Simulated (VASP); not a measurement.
Consider the following.

```
Ho
1.0
    1.77464    -3.07377     0.00000
    1.77464     3.07377     0.00000
    0.00000     0.00000     5.44874
Ho
2
Direct
  0.33333   0.66667   0.25000
  0.66667   0.33333   0.75000
```

Calculation: vdW-DF-cx, VASP's PBE PAW potentials (set 64) (plane waves; VASP). Run with 520 eV cut-off, 13×13×8 Γ-centred mesh, tetrahedra with Blöchl corrections, potentials Ho_3.

The 4f electrons are frozen in the core of the lanthanide potential, so 4f levels, which can set the real gap, and their magnetism are missing.

Question: What does the run give for the energy per atom (σ→0), band gap (on the k-mesh) with the smallest direct gap where there is one?

Answer: 
- band gap (on the k-mesh) = none (metal, semimetal or under 0.01 eV)
- energy per atom (σ→0) = -2.193 eV/atom

Total energies compare only between runs with the same potentials, cut-off and functional.

The compound is Ho in the hcp structure. It was relaxed first.
